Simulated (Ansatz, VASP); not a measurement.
**Cross-check of Al11P7O34 (glassy 61Al2O3-39P2O5 (mol %)) between VASP and Ansatz**

Wanted: the spread between two codes on one cell, functional and k mesh. The cell is taken from a series of runs on this material, whose earlier steps may have relaxed, scaled, displaced or heated it; both programs get it as it stands.

Main program and level: Ansatz 0.2.0; plane waves, with VASP 6.6.1 beside it; single point at PBE.

### 1. Set-up

The cell holds 104 atoms: 22 Al, 14 P and 68 O. Its edges and angles: a = 10.807 Å, b = 10.807 Å, c = 10.807 Å, α = 90.0°, β = 90.0°, γ = 90.0°. As first built, before any earlier steps moved the atoms (in the runner's words): 104 atoms (22 Al, 14 P, 68 O) placed at random at 2.66 g/cm^3, melted at 4000 K for 10 ps at fixed volume with the Morse and Coulomb pair potential with partial charges (Pedone, Malavasi, Menziani, Cormack and Segre, J. Phys. Chem. B 110, 11780 (2006)). Quenched from 4000 K to 300 K at 50 K/ps and fixed volume, held 10 ps at zero pressure.

### 2. VASP: single point, PBE

A single point gives forces, pressure and levels at one fixed geometry, so differences don't come from the geometry; what else differs is listed under the comparison.

Lines of VASP's logs that name or quote its potential files are left out, and so is its time.

INCAR

```
SYSTEM = Al11P7O34
PREC = Accurate
ENCUT = 600
EDIFF = 1E-06
NELM = 120
ISMEAR = 0
SIGMA = 0.01
LREAL = Auto
ALGO = Normal
GGA = PE
NBANDS = 344
LORBIT = 11
LWAVE = .FALSE.
LCHARG = .FALSE.
ISIF = 2
LASPH = .TRUE.
GGA_COMPAT = .FALSE.
EFERMI = MIDGAP
NCORE = 2
```

POSCAR

```
Al11P7O34
1.0
   10.8068200000      0.0000000000      0.0000000000
    0.0000000000     10.8068200000      0.0000000000
    0.0000000000      0.0000000000     10.8068200000
Al P O
22 14 68
Direct
    0.1666000000      0.1478700000      0.2422900000
    0.8792800000      0.9892500000      0.9052600000
    0.5540100000      0.4718600000      0.0077900000
    0.9679700000      0.7776600000      0.1120500000
    0.3596200000      0.8970000000      0.8368800000
    0.4370300000      0.1707800000      0.8421400000
    0.4530100000      0.8343000000      0.4438500000
    0.6419400000      0.9958800000      0.4851500000
    0.4656000000      0.5246300000      0.4677600000
    0.9393000000      0.0356500000      0.3752300000
    0.8920200000      0.2668300000      0.2299400000
    0.0849100000      0.1353300000      0.5850100000
    0.0167300000      0.7773600000      0.6790800000
    0.6331100000      0.8022200000      0.8195500000
    0.8447000000      0.9988000000      0.6568800000
    0.7444000000      0.7451100000      0.5742000000
    0.5273300000      0.7705700000      0.0799500000
    0.3646100000      0.0447800000      0.5921500000
    0.8805400000      0.4475800000      0.7064600000
    0.9108800000      0.5101300000      0.1457800000
    0.3324400000      0.5820000000      0.0848400000
    0.7206300000      0.8692800000      0.2581300000
    0.2396900000      0.6552200000      0.8086400000
    0.1641900000      0.8509400000      0.4411600000
    0.6004000000      0.2521200000      0.2038400000
    0.0347000000      0.3922000000      0.4597100000
    0.3907600000      0.2550500000      0.4050600000
    0.6941800000      0.2278000000      0.6676600000
    0.8007100000      0.6088000000      0.9316200000
    0.2468100000      0.8930600000      0.0925200000
[... 68 atom lines left out ...]
    0.7473000000      0.3573200000      0.6476400000
    0.8900200000      0.7132800000      0.6154300000
    0.5875300000      0.2253900000      0.7555700000
    0.3649800000      0.8246300000      0.1308200000
    0.5936300000      0.1295800000      0.1345600000
    0.1434800000      0.2914300000      0.9279100000
```

KPOINTS

```
Automatic mesh
0
Gamma
1 1 1
0 0 0
```

The projector-augmented-wave data sets are Al, P and O (PBE family, release 64).

Started as:

```sh
mpirun -np 8 vasp_gam
```

Numbers of over 12 decimals in the logs are rounded to 6 here.

Output:

```text
[banner, memory and clock lines left out]
running    8 mpi-ranks, on    1 nodes
[...]
LDA part: xc-table for (Slater+PW92), standard interpolation
 POSCAR, INCAR and KPOINTS ok, starting setup
[...]
entering main loop
       N       E                     dE             d eps       ncg     rms          rms(c)
DAV:   1     0.544206677521E+04    0.54421E+04   -0.35291E+05   696   0.175E+03
DAV:   2    -0.388553469285E+03   -0.58306E+04   -0.56221E+04   856   0.401E+02
DAV:   3    -0.859904694551E+03   -0.47135E+03   -0.46793E+03   808   0.120E+02
DAV:   4    -0.869693664869E+03   -0.97890E+01   -0.97413E+01   824   0.186E+01
[...]
DAV:  19    -0.752067111635E+03   -0.11829E-05   -0.97075E-06   792   0.680E-03    0.159E-02
DAV:  20    -0.752067109947E+03    0.16874E-05   -0.10488E-05   800   0.913E-03    0.636E-03
DAV:  21    -0.752067110093E+03   -0.14612E-06   -0.53543E-06   768   0.542E-03
   1 F= -.75206711E+03 E0= -.75206711E+03  d E =0.000000E+00
```

From OUTCAR (step 2):

```text
  Total       29.3554528     36.9075743     46.5078702     -7.4081112     -2.0591848      6.2424488
  in kB       37.2653849     46.8524528     59.0395829     -9.4042534     -2.6140396      7.9244990
  external PRESSURE =      47.7191402 kB  Pullay stress =       0.0000000 kB

 POSITION                                       TOTAL-FORCE (eV/Angst)
 -----------------------------------------------------------------------------------
      1.80042      1.59800      2.61838        -0.216637     -2.904858      0.273273
      9.50222     10.69065      9.78298        -1.345364     -1.141573     -1.504738
      5.98709      5.09931      0.08419         2.222639      0.730068      0.192840
     10.46068      8.40403      1.21090         0.229565      2.348772     -1.434029
      3.88635      9.69372      9.04401         2.393102     -0.319693      0.142346
      4.72290      1.84559      9.10086         1.145834      0.352910     -0.427953
      4.89560      9.01613      4.79661         1.483624     -2.061212      0.420973
      6.93733     10.76230      5.24293        -1.235038      1.743525     -1.242808
      5.03166      5.66958      5.05500         1.309035     -2.449004      0.224368
     10.15085      0.38526      4.05504        -0.714986     -1.266716      1.534202
[...]
8.00612      9.99912      8.65280         0.652836      0.877979      0.575996
     10.17138      3.94114      3.88732        -0.547913      0.169137     -0.774924
      2.46039      0.13876      1.76692         0.009891      1.110241      0.658681
[...]
-----------------------------------------------------------------------------------
    total drift:                                0.010250     -0.000175      0.018256

  FREE ENERGIE OF THE ION-ELECTRON SYSTEM (eV)
  ---------------------------------------------------
  free  energy   TOTEN  =      -752.0671100934 eV

  energy  without entropy=     -752.0671100934  energy(sigma->0) =     -752.06711009

[... 3 further parts left out ...]
[key lines of the parts left out:]
E-fermi :   5.2796
```

The run ends at a pressure of 4.77 GPa, with forces up to 4.7 eV/Å.

### 3. Ansatz: single point, PBE

Ansatz runs on its default PAW (the set named soft_2) files.

The same cell, functional and mesh now go to Ansatz, which takes its cutoff from its data sets.

input.yaml

```yaml
crystal:
  lattice:
    - [10.80682, 0.0, 0.0]
    - [0.0, 10.80682, 0.0]
    - [0.0, 0.0, 10.80682]
  atoms:
    - { symbol: Al, position: [0.1666, 0.14787, 0.24229] }
    - { symbol: Al, position: [0.87928, 0.98925, 0.90526] }
    - { symbol: Al, position: [0.55401, 0.47186, 0.00779] }
    - { symbol: Al, position: [0.96797, 0.77766, 0.11205] }
    - { symbol: Al, position: [0.35962, 0.897, 0.83688] }
    - { symbol: Al, position: [0.43703, 0.17078, 0.84214] }
    - { symbol: Al, position: [0.45301, 0.8343, 0.44385] }
    - { symbol: Al, position: [0.64194, 0.99588, 0.48515] }
    - { symbol: Al, position: [0.4656, 0.52463, 0.46776] }
    - { symbol: Al, position: [0.9393, 0.03565, 0.37523] }
    - { symbol: Al, position: [0.89202, 0.26683, 0.22994] }
    - { symbol: Al, position: [0.08491, 0.13533, 0.58501] }
    - { symbol: Al, position: [0.01673, 0.77736, 0.67908] }
    - { symbol: Al, position: [0.63311, 0.80222, 0.81955] }
    - { symbol: Al, position: [0.8447, 0.9988, 0.65688] }
    - { symbol: Al, position: [0.7444, 0.74511, 0.5742] }
    - { symbol: Al, position: [0.52733, 0.77057, 0.07995] }
    - { symbol: Al, position: [0.36461, 0.04478, 0.59215] }
    - { symbol: Al, position: [0.88054, 0.44758, 0.70646] }
    - { symbol: Al, position: [0.91088, 0.51013, 0.14578] }
    - { symbol: Al, position: [0.33244, 0.582, 0.08484] }
    - { symbol: Al, position: [0.72063, 0.86928, 0.25813] }
    - { symbol: P, position: [0.23969, 0.65522, 0.80864] }
    - { symbol: P, position: [0.16419, 0.85094, 0.44116] }
    - { symbol: P, position: [0.6004, 0.25212, 0.20384] }
    - { symbol: P, position: [0.0347, 0.3922, 0.45971] }
    - { symbol: P, position: [0.39076, 0.25505, 0.40506] }
    - { symbol: P, position: [0.69418, 0.2278, 0.66766] }
    - { symbol: P, position: [0.80071, 0.6088, 0.93162] }
    - { symbol: P, position: [0.24681, 0.89306, 0.09252] }
[... 68 atom lines left out ...]
    - { symbol: O, position: [0.7473, 0.35732, 0.64764] }
    - { symbol: O, position: [0.89002, 0.71328, 0.61543] }
    - { symbol: O, position: [0.58753, 0.22539, 0.75557] }
    - { symbol: O, position: [0.36498, 0.82463, 0.13082] }
    - { symbol: O, position: [0.59363, 0.12958, 0.13456] }
    - { symbol: O, position: [0.14348, 0.29143, 0.92791] }
kpoints:
  mp_grid: { grid: [1, 1, 1] }
hamiltonian:
  xc: pbe
scf:
  occupations: { method: fixed }
output:
  forces: true
  stress: true
  populations: true
  dos:
    method: { smearing: { sigma: 0.1 } }
    de: 0.1
    projected: { site_lists: { Al: [Al], O: [O], P: [P] } }
  eigenvalues: true
  write_density: true
  write_potential: true
  volumetric_format: npy
  elf: true
```

Started as:

```sh
ansatz run input.yaml --threads 4 --pin off --max-ram 8192MiB --backend cpu --events-out ev --progress --plain --runs-dir out
```

Output:

```text
Engine: ansatz 0.2.0, x86_64-unknown-linux-gnu
Pseudopotentials: kind: paw
Pseudopotential: Al, paw, valence charge 3, recommended cutoff 420 eV (normal), Al.paw.azcp
Pseudopotential: P, paw, valence charge 5, recommended cutoff 420 eV (normal), P.paw.azcp
Pseudopotential: O, paw, valence charge 6, recommended cutoff 420 eV (normal), O.paw.azcp
Functional definition: PBE
  parameter kappa = 0.804
  parameter beta = 0.066725
  exchange = pbe_x(kappa = kappa, mu = beta*pi^2/3)
  correlation = pbe_c(beta = beta)
Crystal: 104 atoms, lattice volume = 1262.100 Å³
Basis set: ecut = 420 eV, 24837 PW (Γ), exchange–correlation on 150×150×150 points (8 copies of the dense FFT grid, shifted against one another)
Bands: 376, of which v1, the nominal top of the filled ones, is band 272 counted from 1 (271 counted from 0)
Symmetry: 1 space group operations
Space group: P1 (ITA 1), of the structure as read, at distance tolerance 1.1e-4 Å
k-points: 1
Non-local potential: Al, projectors of the file, l = 0: 2, l = 1: 2, l = 2: 1
Non-local potential: P, projectors of the file, l = 0: 2, l = 1: 2, l = 2: 2
Non-local potential: O, projectors of the file, l = 0: 2, l = 1: 2, l = 2: 1
PAW form: soft (Blöchl's): semilocal exchange-correlation on the pseudo side does not see the compensation charge
PAW one-centre angular grid: Al, 110 points (default); XC on 64 Gauss nodes
PAW one-centre angular grid: P, 110 points (default); XC on 64 Gauss nodes
PAW one-centre angular grid: O, 110 points (default); XC on 64 Gauss nodes
Initial density: superposition of atomic densities (neutral atoms: chi_scale 0, normalization atom), corrected by the library's trained network
Initial wavefunctions: pseudopotential atomic-orbital guess
Functional: x = pbe(κ = 0.804, μ = 0.219515), c = pbe(β = 0.066725)
SCF iter   1: F=—  HF=-61076.204727 eV  |F-HF|=—  |Δ(HF+E_count)|=         —  Δρ=3.55e-3  dr2=2.86e-1  ethr=1.77e-3  ⟨swp⟩=6.0  Hψ=1530  notcnv=0  defer=101
preconditioner: auto → Resta (q_TF=auto, 2.371 Å⁻¹)  ε∞=3.2  [insulator: Δε(μ)=2.989 eV  Ē_g=16.434 eV  n_scr=256 (ndim 8)  ℏωp=24.4 eV  f_vac=0.111  ε∞_Penn≈3.2]
SCF iter   2: F=—  HF=-61076.155608 eV  |F-HF|=—  |Δ(HF+E_count)|=   4.91e-2  Δρ=1.95e-3  dr2=6.51e-2  ethr=5.26e-5  ⟨swp⟩=3.0  Hψ=642  notcnv=0  defer=102
SCF iter   3: F=—  HF=-61076.146269 eV  |F-HF|=—  |Δ(HF+E_count)|=   9.34e-3  Δρ=8.42e-4  dr2=1.98e-2  ethr=1.20e-5  ⟨swp⟩=4.0  Hψ=495  notcnv=0  defer=102
SCF iter   4: F=—  HF=-61076.141566 eV  |F-HF|=—  |Δ(HF+E_count)|=   4.70e-3  Δρ=3.51e-4  dr2=1.52e-3  ethr=3.63e-6  ⟨swp⟩=3.0  Hψ=558  notcnv=0  defer=102
SCF iter   5: F=—  HF=-61076.141526 eV  |F-HF|=—  |Δ(HF+E_count)|=   4.04e-5  Δρ=1.89e-4  dr2=3.56e-4  ethr=2.79e-7  ⟨swp⟩=3.0  Hψ=644  notcnv=0  defer=102
SCF iter   6: F=—  HF=-61076.141521 eV  |F-HF|=—  |Δ(HF+E_count)|=   5.20e-6  Δρ=4.64e-5  dr2=2.08e-5  ethr=6.54e-8  ⟨swp⟩=3.0  Hψ=513  notcnv=0  defer=102
SCF iter   7: F=—  HF=-61076.140101 eV  |F-HF|=—  |Δ(HF+E_count)|=   1.42e-3  Δρ=2.16e-5  dr2=4.85e-6  ethr=3.82e-9  ⟨swp⟩=3.0  Hψ=599  notcnv=0  defer=102
SCF iter   8: F=—  HF=-61076.140102 eV  |F-HF|=—  |Δ(HF+E_count)|=   1.23e-6  Δρ=7.87e-6  dr2=5.93e-7  ethr=8.91e-10  ⟨swp⟩=3.0  Hψ=533  notcnv=0  defer=102
SCF iter   9: F=-61076.140102 eV  HF=-61076.140102 eV  |F-HF|=2.40e-8  |Δ(HF+E_count)|=   3.40e-7  Δρ=2.31e-6  dr2=6.09e-8  ethr=1.84e-11  ⟨swp⟩=30.0  Hψ=4501  notcnv=0
SCF 1 converged in 9 iterations: F = -61076.140102 eV  dr2 = 6.09e-8
  greatest PAW one-centre occupation: 0.872 electrons in one spin orbital (limit 2), on the O atom at site 95 (counted from 0), in its partial waves of l = 0
SCF converged after 9 iterations
Free energy (F): -61076.140102 eV
Harris-Foulkes:  -61076.140102 eV  (|F-HF|=2.40e-8)
Internal energy: -61076.140102 eV  (E = F + TS)
E sigma→0 (E₀):  -61076.140102 eV
Fermi energy:    5.557925 eV
--- Per-component energies (eV) ---
  E_band       = -2051.683746
  E_kinetic    = 13812.076258
  E_local      = -34394.279681  (includes V_loc(G=0)·N_el)
  E_nonlocal   = 3914.246533
  E_hartree    = 12640.593711
  E_xc         = -6818.672057
  E_vxc        = -7976.503431  (∫ρ·V_xc dr)
  E_paw        = -29064.874165  (= ΣΔE_a)
  E_vpaw       = -2688.590594  (= ΣTr[D̂ρ^β])
  E_aug_tail   = 0.173395  (compensation charges beyond the density's cutoff)
  E_ewald      = -21165.404095
  E_smearing   = -0.000000  (= −TS)
  E_closure    = -0.000000  (closes the sum)
  Σ components = -61076.140102   (vs F -61076.140102, Δ=0.00e0)
--- Forces (eV/Å), atoms counted from 1 ---
  atom   1  Al    -0.21367144    -2.86608440     0.25536760
  atom   2  Al    -1.35688316    -1.20817858    -1.51873076
  atom   3  Al     2.20148493     0.75213288     0.16835575
  atom   4  Al     0.18559904     2.37874462    -1.43596962
  atom   5  Al     2.38199581    -0.33888616     0.17697028
  atom   6  Al     1.13411034     0.36330853    -0.42783764
[...]
atom  59  O      2.00686518     0.78747243     0.73913558
  atom  60  O      1.91667954    -1.25586231    -0.11420576
  atom  61  O      0.32965309     0.43701665    -0.74078277
  atom  62  O      1.38925076    -0.72069032     1.94448101
  atom  63  O     -0.79390885     1.78967682    -1.45648952
  atom  64  O      1.53527650    -0.16280556    -0.23868885
  atom  65  O     -0.07831967     1.42770113     0.83373764
  atom  66  O     -0.93374009     0.96583666     0.04984728
  atom  67  O     -0.27918263    -1.45214982     0.67680541
  atom  68  O     -1.93906273    -0.46339663    -0.31940580
  atom  69  O     -0.52415559    -0.37925145     1.11456973
  atom  70  O      0.07789534    -0.35481085     0.47830771
  atom  71  O      0.68240233    -0.04734333    -0.43252691
  atom  72  O     -0.58594676     1.00324498    -0.30170708
  atom  73  O     -0.06937582    -0.02975722     0.85596901
  atom  74  O      1.53314581    -0.69295267    -0.70144511
  atom  75  O      2.09917714     0.38919072    -2.20056046
  atom  76  O      1.11023347    -1.27139963    -1.19539924
[...]
atom  97  O     -1.79671061     1.04457638    -0.85756103
  atom  98  O      1.57711924    -1.61194634     0.37281494
  atom  99  O      0.18437102     1.39447550    -0.21116845
  atom 100  O      0.83901949    -1.85361231    -0.21069512
  atom 101  O     -2.12190806     0.04162228     1.27081004
  atom 102  O      2.15883908    -1.45225439     0.99760117
  atom 103  O     -1.40195892    -0.47813365     1.56369327
  atom 104  O     -0.63061231     0.80008154    -0.82679513
  max |Σ_I F_I| component: 1.43e-4 eV/Å
--- Stress (GPa, compression-positive) ---
        4.584735      -0.931373       0.775562
       -0.931384       5.545149      -0.232502
        0.775552      -0.232502       6.795814
  P = ⅓ Tr σ = 5.6419 GPa (56.419 kbar)
--- Band table (eV) ---
  k-point 0: bands = [... 268 lower, 4.7003, 4.8718, 5.0181, 5.5579, 7.9478, 9.0990, 9.2100, 9.6445, ... 100 higher]
--- Löwdin populations: 104 sites ---
  site symbol       q [e]
     0     Al      1.5888
     1     Al      1.6849
     2     Al      1.5878
     3     Al      1.6601
     4     Al      1.5895
     5     Al      1.6534
     6     Al      1.6153
     7     Al      1.6351
     8     Al      1.6060
     9     Al      1.6296
    10     Al      1.5991
    11     Al      1.6383
    12     Al      1.6221
    13     Al      1.6870
    14     Al      1.6906
    15     Al      1.6469
    16     Al      1.6442
    17     Al      1.6240
    18     Al      1.5527
    19     Al      1.6302
    20     Al      1.5880
    21     Al      1.6790
    22      P      2.7530
    23      P      2.7475
[...]
96      O      6.7658
    97      O      6.8804
    98      O      6.7932
    99      O      6.9189
   100      O      6.7911
   101      O      6.7970
   102      O      6.7378
   103      O      6.7381
  spilling = 0.013432 (of n_electrons = 544.000000)
```

### 4. Differences

Known differences besides the potentials themselves: fixed occupations in Ansatz, narrow Gaussian smearing in VASP; the cutoff is 420 eV in Ansatz and 600 eV in VASP (PREC = Accurate, projectors in real space). Total energies have different zeros and are not compared.

The two programs side by side:

| quantity | Ansatz | VASP | difference |
| --- | --- | --- | --- |
| pressure (GPa) | 5.64 | 4.77 | +0.87 |
| gap on the k mesh (eV) | 2.390 | 2.366 | +0.024 |

Forces on 10 of the 104 atoms, those with the largest forces and the largest differences (eV/Å; atoms numbered as in POSCAR):

| atom | Ansatz x, y, z | VASP x, y, z |
| --- | --- | --- |
| Al14 | 0.911, 2.144, -2.517 | 0.894, 2.148, -2.478 |
| Al21 | -3.283, 0.329, -1.920 | -3.317, 0.306, -1.922 |
| P24 | -0.059, -1.456, 3.034 | -0.085, -1.476, 2.974 |
| P28 | 3.318, -3.386, 0.730 | 3.253, -3.332, 0.750 |
| P29 | -3.850, -1.103, -0.800 | -3.836, -1.107, -0.842 |
| O52 | -1.897, 1.140, 1.095 | -1.908, 1.111, 1.264 |
| O54 | -0.970, 4.050, -0.239 | -0.979, 4.138, -0.249 |
| O84 | -0.155, 2.233, -1.046 | -0.084, 2.285, -1.201 |
| O89 | 0.774, 1.885, 0.129 | 0.704, 1.719, 0.122 |
| O96 | 3.014, 1.019, -0.245 | 2.856, 0.960, -0.234 |

The forces differ by 51 meV/Å r.m.s., which is 4.4 % of the r.m.s. force of 1.172 eV/Å (both taken over all components). A gap on the mesh is an upper bound, since the band edges may lie between its points.

### 5. Outcome

```
r.m.s. force difference (single point, PBE) : 4.4 % of the r.m.s. force
difference in pressure (single point, PBE)  : 0.87 GPa
```

The r.m.s. force difference is 4.4 % of the r.m.s. force (single point, PBE), beyond the 3 % picked in this series as the mark of a large difference. What causes the difference of the single point, PBE pair stays open here. Such differences can come from data sets, numerical settings and the points named under the comparisons, not from the functional's error against experiment.

[Lines on the potential files, build, host, timing and source positions are cut from VASP's logs without a mark.]

[Logs are printed without paths, hosts, clocks, repeated set-up lines and the standing remarks that a program may print on its own settings, such as how far it seeks lower states.]

[Hosts, paths, dates, database ids (printed as entryN), source tags and the programs' standing remarks are cut or masked in the printed files.]
